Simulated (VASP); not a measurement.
## SiO2 (Quartz): excitons from the Bethe-Salpeter equation

Wanted: the lowest vertical excitons of SiO2 (Quartz) and its absorption. The cell has space group P3_121. The start is a cell from a database of measured crystal structures.

Method: LDA; plane waves and PAW (Si_GW, O_GW), in the first sound run; inputs show where later runs differ, in VASP 6.6.1.

### Step 1. The structure

It takes space group P3_121 (No. 152, trigonal). Conventional cell: a = 4.916 Å, b = 4.916 Å, c = 5.409 Å, α = 90.00°, β = 90.00°, γ = 120.00°. Nearest to Si lie 4 O at 1.61 Å. O has 2 Si at 1.61 Å nearest. Farther neighbours and most contacts between anions are not listed.

As a file:

```cif
data_structure
_symmetry_space_group_name_H-M 'P 1'
_symmetry_Int_Tables_number 1
_cell_length_a 4.9158
_cell_length_b 4.9158
_cell_length_c 5.4091
_cell_angle_alpha 90.000
_cell_angle_beta 90.000
_cell_angle_gamma 120.000
_cell_volume 113.20
loop_
_atom_site_label
_atom_site_type_symbol
_atom_site_fract_x
_atom_site_fract_y
_atom_site_fract_z
_atom_site_occupancy
Si1 Si 0.53030 0.00000 0.33333 1
Si2 Si 0.00000 0.53030 0.66667 1
Si3 Si 0.46970 0.46970 0.00000 1
O4 O 0.14620 0.41420 0.88100 1
O5 O 0.58580 0.73200 0.21433 1
O6 O 0.26800 0.85380 0.54767 1
O7 O 0.41420 0.14620 0.11900 1
O8 O 0.73200 0.58580 0.78567 1
O9 O 0.85380 0.26800 0.45233 1
```

### Step 2. Ground state

The orbitals come from a self-consistent LDA run with a tight EDIFF and a narrow smearing. KPOINTS_OPT adds the bands along a path, which shows whether the mesh holds the band edges.

INCAR

```
SYSTEM = SiO2
PREC = Accurate
ENCUT = 440
EDIFF = 1E-08
NELM = 100
ISMEAR = 0
SIGMA = 0.01
LREAL = .FALSE.
ALGO = Normal
GGA = CA
NBANDS = 33
LORBIT = 11
LWAVE = .TRUE.
LCHARG = .FALSE.
KPAR = 8
```

POSCAR

```
SiO2
1.0
    4.9158000000      0.0000000000      0.0000000000
   -2.4579000000      4.2572076799      0.0000000000
    0.0000000000      0.0000000000      5.4091000000
Si O
3 6
Direct
    0.5303000000      0.0000000000      0.3333333333
    0.0000000000      0.5303000000      0.6666666667
    0.4697000000      0.4697000000      0.0000000000
    0.1462000000      0.4142000000      0.8810000000
    0.5858000000      0.7320000000      0.2143333333
    0.2680000000      0.8538000000      0.5476666667
    0.4142000000      0.1462000000      0.1190000000
    0.7320000000      0.5858000000      0.7856666667
    0.8538000000      0.2680000000      0.4523333333
```

KPOINTS

```
Automatic mesh
0
Gamma
6 6 4
0 0 0
```

KPOINTS_OPT

```
Line mode
8
Line-mode
Reciprocal
  0.00000000   0.00000000   0.00000000 GAMMA
  0.50000000   0.00000000   0.00000000 M

  0.50000000   0.00000000   0.00000000 M
  0.33333333   0.33333333   0.00000000 K

  0.33333333   0.33333333   0.00000000 K
  0.00000000   0.00000000   0.00000000 GAMMA

  0.00000000   0.00000000   0.00000000 GAMMA
  0.00000000   0.00000000   0.50000000 A

  0.00000000   0.00000000   0.50000000 A
  0.50000000   0.00000000   0.50000000 L

  0.50000000   0.00000000   0.50000000 L
  0.33333333   0.33333333   0.50000000 H

  0.33333333   0.33333333   0.50000000 H
  0.00000000   0.00000000   0.50000000 A

  0.50000000   0.00000000   0.50000000 L
  0.50000000   0.00000000   0.00000000 M

  0.33333333   0.33333333   0.00000000 K
  0.33333333   0.33333333   0.50000000 H
```

Potentials, in the order of the species: Si_GW and O_GW (LDA family, release 64).

Started as:

```
$ mpirun -np 8 vasp_std
```

Output:

```text
[banner, memory and clock lines left out]
running    8 mpi-ranks, on    1 nodes
 distrk:  each k-point on    1 cores,    8 groups
 distr:  one band on    1 cores,    1 groups

 POSCAR found type information on POSCAR SiO
 POSCAR found :  2 types and       9 ions
|                                                                             |
|           W    W    AA    RRRRR   N    N  II  N    N   GGGG   !!!           |
|           W    W   A  A   R    R  NN   N  II  NN   N  G    G  !!!           |
|           W    W  A    A  R    R  N N  N  II  N N  N  G       !!!           |
|           W WW W  AAAAAA  RRRRR   N  N N  II  N  N N  G  GGG   !            |
|           WW  WW  A    A  R   R   N   NN  II  N   NN  G    G                |
|           W    W  A    A  R    R  N    N  II  N    N   GGGG   !!!           |
|                                                                             |
|     For optimal performance we recommend to set                             |
|       NCORE = 2 up to number-of-cores-per-socket                            |
|     NCORE specifies how many cores store one orbital (NPAR=cpu/NCORE).      |
|     This setting can greatly improve the performance of VASP for DFT.       |
|     The default, NCORE=1 might be grossly inefficient on modern             |
|     multi-core architectures or massively parallel machines. Do your        |
|     Unfortunately you need to use the default for GW and RPA                |
|     calculations (for HF NCORE is supported but not extensively tested      |
|     yet).                                                                   |
|                                                                             |

 LDA part: xc-table for (Slater(with rela. corr.)+CA(PZ))
 , standard interpolation
 POSCAR, INCAR and KPOINTS ok, starting setup
 FFT: planning ... GRIDC
 FFT: planning ... GRID_SOFT
 FFT: planning ... GRID
 WAVECAR not read
 entering main loop
       N       E                     dE             d eps       ncg     rms          rms(c)
DAV:   1     0.418058251950E+03    0.41806E+03   -0.22245E+04  1776   0.122E+03
DAV:   2    -0.499171755429E+02   -0.46798E+03   -0.44081E+03  2392   0.526E+02
DAV:   3    -0.863506954490E+02   -0.36434E+02   -0.36043E+02  2296   0.143E+02
DAV:   4    -0.879687479818E+02   -0.16181E+01   -0.16076E+01  2356   0.365E+01
DAV:   5    -0.880754234768E+02   -0.10668E+00   -0.10662E+00  2456   0.660E+00    0.184E+01
DAV:   6    -0.783465899139E+02    0.97288E+01   -0.36844E+01  2592   0.520E+01    0.544E+00
DAV:   7    -0.781402401502E+02    0.20635E+00   -0.93007E-01  2192   0.567E+00    0.343E+00
DAV:   8    -0.780024977825E+02    0.13774E+00   -0.21301E-01  2024   0.581E+00    0.431E-01
DAV:   9    -0.780016318517E+02    0.86593E-03   -0.33862E-02  2960   0.171E+00    0.125E-01
DAV:  10    -0.780020418732E+02   -0.41002E-03   -0.10333E-03  2165   0.248E-01    0.344E-02
DAV:  11    -0.780020537214E+02   -0.11848E-04   -0.16767E-04  2544   0.104E-01    0.166E-02
DAV:  12    -0.780020508884E+02    0.28330E-05   -0.19532E-05  2615   0.379E-02    0.831E-03
DAV:  13    -0.780020505572E+02    0.33115E-06   -0.51458E-06  2240   0.179E-02    0.215E-03
DAV:  14    -0.780020505539E+02    0.33592E-08   -0.67187E-07  2204   0.751E-03    0.838E-04
DAV:  15    -0.780020505488E+02    0.51232E-08   -0.96907E-08  2480   0.271E-03
   1 F= -.78002051E+02 E0= -.78002051E+02  d E =-.192319E-47
 Start KPOINTS_OPT (optional k-point list driver)
k-point batch [1-24\72]
       N       E                     dE             ncg
DAV:   1     0.415608415481E+04   -0.14496E+05     1712
DAV:   2    -0.616170139919E+04   -0.10318E+05     2408
DAV:   3    -0.702060709541E+04   -0.85891E+03     2352
DAV:   4    -0.705652107669E+04   -0.35914E+02     2322
DAV:   5    -0.705831376349E+04   -0.17927E+01     2561
DAV:   6    -0.705835511747E+04   -0.41354E-01     2536
DAV:   7    -0.705835635314E+04   -0.12357E-02     2568
DAV:   8    -0.705835638859E+04   -0.35441E-04     2392
DAV:   9    -0.705835639049E+04   -0.18995E-05     2608
DAV:  10    -0.705835639053E+04   -0.47289E-07     1664
DAV:  11    -0.705835639053E+04   -0.94315E-09     1417
[...]
k-point batch [49-72\72]
       N       E                     dE             ncg
DAV:   1     0.423601490940E+04   -0.23042E+05     1736
DAV:   2    -0.618734222767E+04   -0.10423E+05     2416
DAV:   3    -0.701595676494E+04   -0.82861E+03     2287
DAV:   4    -0.705901086979E+04   -0.43054E+02     2478
DAV:   5    -0.706018751298E+04   -0.11766E+01     2493
DAV:   6    -0.706024074722E+04   -0.53234E-01     2622
DAV:   7    -0.706024204237E+04   -0.12952E-02     2483
DAV:   8    -0.706024211151E+04   -0.69134E-04     2576
DAV:   9    -0.706024211274E+04   -0.12343E-05     2426
DAV:  10    -0.706024211279E+04   -0.50894E-07     1632
DAV:  11    -0.706024211280E+04   -0.73142E-08     1443
 writing wavefunctions
```

It took 29 s on 8 MPI ranks of Intel Xeon Platinum 8559C (Emerald Rapids), shared host; peak memory 2.1 GiB.

Lines that name or quote the potential files are left out of all logs, and their timing lines are given in words.

Parts of OUTCAR (step 2):

```text
ion  position               nearest neighbor table
   1  0.530  0.000  0.333-   5 1.61   9 1.61   7 1.61   6 1.61   3 3.06   3 3.06   2 3.06   2 3.06

  LATTYP: Found a hexagonal cell.
 ALAT       =     4.9158000000
 C/A-ratio  =     1.1003498922

 Subroutine GETGRP returns: Found  6 space group operations
 (whereof  2 operations were pure point group operations)

The static configuration has the point symmetry C_2 .
 The point group associated with its full space group is D_3 .

 Found     24 irreducible k-points:

   k-points           NKPTS =     24   k-points in BZ     NKDIM =     24   number of bands    NBANDS=     33

   dimension x,y,z NGX =    36 NGY =   36 NGZ =   40
   dimension x,y,z NGXF=    72 NGYF=   72 NGZF=   80

   ENCUT  =  440.0 eV  32.34 Ry    5.69 a.u.   8.41  8.41  9.25*2*pi/ulx,y,z

   NELECT =      48.0000    total number of electrons

 k-points in reciprocal lattice and weights: Automatic mesh
   0.00000000  0.00000000  0.00000000       0.007
   0.16666667  0.00000000  0.00000000       0.042
   0.33333333 -0.00000000  0.00000000       0.042
   0.50000000  0.00000000  0.00000000       0.021
   0.16666667  0.16666667  0.00000000       0.042
   0.33333333  0.16666667  0.00000000       0.083
   0.33333333  0.33333333  0.00000000       0.014
   0.00000000  0.00000000  0.25000000       0.014
   0.16666667  0.00000000  0.25000000       0.042
[...]
0.33333333  0.16666667  0.50000000       0.083
   0.33333333  0.33333333  0.50000000       0.014

 average (electrostatic) potential at core
       1 -71.8559       2 -71.8559       3 -71.8559       4 -73.7598       5 -73.7598
       6 -73.7598       7 -73.7598       8 -73.7598       9 -73.7598

 E-fermi :   0.7575

 k-point     1 :       0.0000    0.0000    0.0000
  band No.  band energies     occupation
    ...
     20      -0.3551      2.00000
     21      -0.3551      2.00000
     22      -0.0347      2.00000
     23       0.3283      2.00000
     24       0.3283      2.00000
     25       6.4134      0.00000
     26       9.6569      0.00000
     27       9.6569      0.00000
     28      10.1362      0.00000
     29      10.1362      0.00000
    ...

 k-point     2 :       0.1667    0.0000    0.0000
  band No.  band energies     occupation
    ...
     20      -0.4172      2.00000
     21      -0.3579      2.00000
     22      -0.1387      2.00000
     23       0.3879      2.00000
     24       0.4232      2.00000
     25       6.8373      0.00000
     26       9.6484      0.00000
     27       9.7114      0.00000
     28      10.1699      0.00000
     29      10.2788      0.00000
    ...

 k-point     3 :       0.3333   -0.0000    0.0000
  band No.  band energies     occupation
    ...
     20      -0.4628      2.00000
     21      -0.3856      2.00000
     22      -0.1840      2.00000
     23       0.4091      2.00000
     24       0.5662      2.00000
     25       7.8362      0.00000
     26       9.7121      0.00000
     27       9.8192      0.00000
     28      10.2944      0.00000
     29      10.6288      0.00000
    ...

  Total       -1.9937622     -1.9937622     -2.0149412      0.0000000      0.0000000      0.0000000
  in kB      -28.2188880    -28.2188880    -28.5186465      0.0000000      0.0000000      0.0000000
  external PRESSURE =     -28.3188075 kB  Pullay stress =       0.0000000 kB

  energy-cutoff  :      440.00
  volume of cell :      113.20
      direct lattice vectors                 reciprocal lattice vectors
     4.915800000  0.000000000  0.000000000     0.203425689  0.117447876  0.000000000
    -2.457900000  4.257207680  0.000000000     0.000000000  0.234895752  0.000000000
     0.000000000  0.000000000  5.409100000     0.000000000  0.000000000  0.184873639

 POSITION                                       TOTAL-FORCE (eV/Angst)
 -----------------------------------------------------------------------------------
      2.60685      0.00000      1.80303         0.006904      0.000000     -0.000000
     -1.30342      2.25760      3.60607        -0.003452      0.005979      0.000000
      1.15448      1.99961      0.00000        -0.003452     -0.005979      0.000000
     -0.29937      1.76334      4.76542        -0.032031     -0.060647      0.030663
      1.08049      3.11628      1.15935         0.068538      0.002584      0.030663
     -0.78112      3.63480      2.96238        -0.036507      0.058064      0.030663
      1.67678      0.62240      0.64368        -0.036507     -0.058064     -0.030663
      2.15853      2.49387      4.24975        -0.032031      0.060647     -0.030663
      3.53839      1.14093      2.44672         0.068538     -0.002584     -0.030663
 -----------------------------------------------------------------------------------
    total drift:                                0.000015      0.000025     -0.000000

  FREE ENERGIE OF THE ION-ELECTRON SYSTEM (eV)
  ---------------------------------------------------
  free  energy   TOTEN  =       -78.0020505488 eV

  energy  without entropy=      -78.0020505488  energy(sigma->0) =      -78.00205055

 total charge
# of ion       s       p       d       tot
------------------------------------------
    1        0.622   0.988   0.534   2.144
    2        0.622   0.988   0.534   2.144
    3        0.622   0.988   0.534   2.144
    4        1.511   3.642   0.000   5.153
    5        1.511   3.642   0.000   5.153
    6        1.511   3.642   0.000   5.153
    7        1.511   3.642   0.000   5.153
    8        1.511   3.642   0.000   5.153
    9        1.511   3.642   0.000   5.153
--------------------------------------------------
tot         10.935  24.815   1.602  37.352

[... 3 further parts left out ...]
```

Numbers from this step:

```yaml
free_energy_toten: -78.0021 eV
fermi_energy: 0.7575 eV
pressure: -2.832 GPa
least_gap_on_mesh_and_path: 5.756 eV
least_direct_gap_on_mesh_and_path: 6.064 eV
```

The highest empty bands on the path are converged less tightly, to about 0.1 eV. The electronic bands at the labelled points (eV, zero at the valence-band top; v1 is the highest filled band, c1 the lowest empty one):

```tsv
point	v4	v3	v2	v1	c1	c2	c3	c4
Γ	-1.01	-0.69	-0.33	-0.33	5.76	9.00	9.00	9.48
0.43 of the way	-1.01	-0.83	-0.25	-0.19	6.43	9.01	9.08	9.55
M	-1.06	-0.80	-0.27	-0.03	8.02	8.74	9.42	9.45
0.43 of the way	-1.10	-0.67	-0.31	-0.02	8.16	8.78	9.37	9.58
K	-1.26	-0.44	-0.44	0.00	8.67	8.67	9.16	10.09
0.43 of the way	-0.98	-0.82	-0.26	-0.08	7.16	9.08	9.23	9.68
Γ	-1.01	-0.69	-0.33	-0.33	5.76	9.00	9.00	9.48
0.57 of the way	-1.13	-0.49	-0.20	-0.09	6.52	8.78	8.86	8.94
A	-1.23	-0.21	-0.21	-0.09	7.70	7.70	8.68	9.46
0.43 of the way	-1.13	-0.39	-0.37	-0.14	8.01	8.09	8.96	9.44
L	-0.90	-0.84	-0.61	-0.19	8.76	9.19	9.34	9.47
0.43 of the way	-0.87	-0.86	-0.63	-0.30	8.79	9.29	9.41	9.52
H	-0.95	-0.78	-0.60	-0.60	8.88	9.48	9.48	9.82
0.43 of the way	-1.05	-0.61	-0.43	-0.27	8.38	8.54	9.19	9.64
A	-1.23	-0.21	-0.21	-0.09	7.70	7.70	8.68	9.46
jump to L	-0.90	-0.84	-0.61	-0.19	8.76	9.19	9.34	9.47
0.43 of the way	-0.99	-0.71	-0.50	-0.13	8.41	8.88	9.28	9.74
M	-1.06	-0.80	-0.27	-0.03	8.02	8.74	9.42	9.45
jump to K	-1.26	-0.44	-0.44	0.00	8.67	8.67	9.16	10.09
0.57 of the way	-1.01	-0.58	-0.55	-0.26	8.77	9.00	9.39	9.90
H	-0.95	-0.78	-0.60	-0.60	8.88	9.48	9.48	9.82
```

Of the projections kept (Si, O), the largest for each band there; the rest of the weight can lie on other orbitals:

```tsv
point	v4	v3	v2	v1	c1	c2	c3	c4
Γ	O 0.94	O 0.94	O 0.97	O 0.97	O 0.74	Si 0.69	Si 0.69	Si 0.55
M	O 0.93	O 0.95	O 0.97	O 0.98	O 0.69	O 0.76	Si 0.66	Si 0.59
K	O 0.92	O 0.96	O 0.96	O 0.99	O 0.71	O 0.71	O 0.65	Si 0.70
Γ	O 0.94	O 0.94	O 0.97	O 0.97	O 0.74	Si 0.69	Si 0.69	Si 0.55
A	O 0.92	O 0.97	O 0.97	O 0.98	O 0.79	O 0.79	Si 0.96	Si 0.78
L	O 0.94	O 0.93	O 0.95	O 0.97	Si 0.54	O 0.54	O 0.73	Si 0.57
```

The cell has a gap of 5.76 eV on mesh and path and a pressure of -2.8 GPa, which holds the misfit of the given cell and coordinates with this functional, and any error of cutoff, mesh and data sets. Forces of up to 0.075 eV/Å remain in these settings.

### Step 3. Empty bands

ALGO = Exact makes the empty bands from the converged ground state in one step. LOPTICS writes the k-derivatives of the orbitals (WAVEDER), which give the long-wavelength limit of the screening.

INCAR

```
SYSTEM = SiO2
PREC = Accurate
ENCUT = 440
ISMEAR = 0
SIGMA = 0.01
LREAL = .FALSE.
GGA = CA
NBANDS = 264
ALGO = Exact
NELM = 1
LWAVE = .TRUE.
LCHARG = .FALSE.
LOPTICS = .TRUE.
NEDOS = 1000
CSHIFT = 0.1
```

POSCAR is that of step 2.

KPOINTS is that of step 2.

Started as:

```
$ mpirun -np 8 vasp_std
```

Output:

```text
[banner, memory and clock lines left out]
running    8 mpi-ranks, on    1 nodes
 distrk:  each k-point on    8 cores,    1 groups
 distr:  one band on    1 cores,    8 groups

 POSCAR found type information on POSCAR SiO
 POSCAR found :  2 types and       9 ions
 [... a notice as in an earlier step ...]

 LDA part: xc-table for (Slater(with rela. corr.)+CA(PZ))
 , standard interpolation
 found WAVECAR, reading the header
  number of bands has changed, file:    33 present:   264
  trying to continue reading WAVECAR, but it might fail
 POSCAR, INCAR and KPOINTS ok, starting setup
 FFT: planning ... GRIDC
 FFT: planning ... GRID_SOFT
 FFT: planning ... GRID
 reading WAVECAR
 random initialization beyond band           33
 the WAVECAR file was read successfully
 initial charge from wavefunction
 entering main loop
       N       E                     dE             d eps       ncg     rms          rms(c)
DIA:   1    -0.780020505509E+02   -0.78002E+02    0.00000E+00     0   0.000E+00
   1 F= -.78002051E+02 E0= -.78002051E+02  d E =-.130556E-12
 writing wavefunctions
 optical routines
 imaginary and real dielectric function
 recalculating local potential from charge density
 direction            1
 direction            2
 direction            3
```

Wall time 84 s (8 MPI ranks); peak memory 4.4 GiB.

OUTCAR, selected parts (step 3):

```text
 Found     24 irreducible k-points:

   k-points           NKPTS =     24   k-points in BZ     NKDIM =     24   number of bands    NBANDS=    264

   NELECT =      48.0000    total number of electrons

 E-fermi :   0.7022

 k-point     1 :       0.0000    0.0000    0.0000
  band No.  band energies     occupation
    ...
     20      -0.3551      2.00000
     21      -0.3551      2.00000
     22      -0.0347      2.00000
     23       0.3282      2.00000
     24       0.3282      2.00000
     25       6.4133      0.00000
     26       9.6569      0.00000
     27       9.6569      0.00000
     28      10.1362      0.00000
     29      10.1362      0.00000
    ...

 k-point     2 :       0.1667    0.0000    0.0000
  band No.  band energies     occupation
    ...
     20      -0.4173      2.00000
     21      -0.3579      2.00000
     22      -0.1388      2.00000
     23       0.3878      2.00000
     24       0.4232      2.00000
     25       6.8373      0.00000
     26       9.6483      0.00000
     27       9.7114      0.00000
     28      10.1699      0.00000
     29      10.2788      0.00000
    ...

  Total       -1.9910411     -1.9910411     -2.0123109      0.0000000     -0.0000000      0.0000000
  in kB      -28.1803744    -28.1803744    -28.4814186      0.0000000     -0.0000000      0.0000000
  external PRESSURE =     -28.2807224 kB  Pullay stress =       0.0000000 kB

 POSITION                                       TOTAL-FORCE (eV/Angst)
 -----------------------------------------------------------------------------------
      2.60685      0.00000      1.80303         0.006902      0.000000      0.000000
     -1.30342      2.25760      3.60607        -0.003451      0.005978      0.000000
      1.15448      1.99961      0.00000        -0.003451     -0.005978      0.000000
     -0.29937      1.76334      4.76542        -0.031991     -0.060540      0.030585
      1.08049      3.11628      1.15935         0.068425      0.002565      0.030585
     -0.78112      3.63480      2.96238        -0.036434      0.057976      0.030585
      1.67678      0.62240      0.64368        -0.036434     -0.057976     -0.030585
      2.15853      2.49387      4.24975        -0.031991      0.060540     -0.030585
      3.53839      1.14093      2.44672         0.068425     -0.002565     -0.030585
 -----------------------------------------------------------------------------------
    total drift:                                0.000015      0.000025     -0.000000

  FREE ENERGIE OF THE ION-ELECTRON SYSTEM (eV)
  ---------------------------------------------------
  free  energy   TOTEN  =       -78.0020505509 eV

  energy  without entropy=      -78.0020505509  energy(sigma->0) =      -78.00205055

 plasma frequency squared (from intraband transitions) (eV^2)
  --------------------------------------------------------------------------------------
       0.000       0.000       0.000
      -0.000       0.000       0.000
       0.000       0.000       0.000

[... 8 parts as in an earlier step ...]

[... 5 further parts left out ...]
```

The gap is read on the k-mesh alone, so it is an upper bound where the band edges lie off the mesh.

A gap read on the k-mesh alone can miss the band edges.

Numbers from this step:

| Item | Value |
| --- | --- |
| gap on the k-mesh | 5.756 eV |
| least direct gap on the k-mesh | 6.085 eV |

WAVECAR now holds 264 bands for 48 electrons. Its independent-particle dielectric tensor has xx, yy, zz = 2.6, 2.6, 2.6 on this mesh, which isn't tested for convergence in mesh or bands and lacks local fields.

[end of part 1 of 3]

[Lines on the potential files, build, host, timing and source positions are cut from VASP's logs without a mark.]

[Logs are printed without paths, hosts, clocks, repeated set-up lines and the standing remarks that a program may print on its own settings, such as how far it seeks lower states.]

[Hosts, paths, dates, database ids (printed as entryN), source tags and the programs' standing remarks are cut or masked in the printed files.]

[Pressures printed for these runs are not shown converged in the cutoff: they can be off by several GPa and have the wrong sign.]
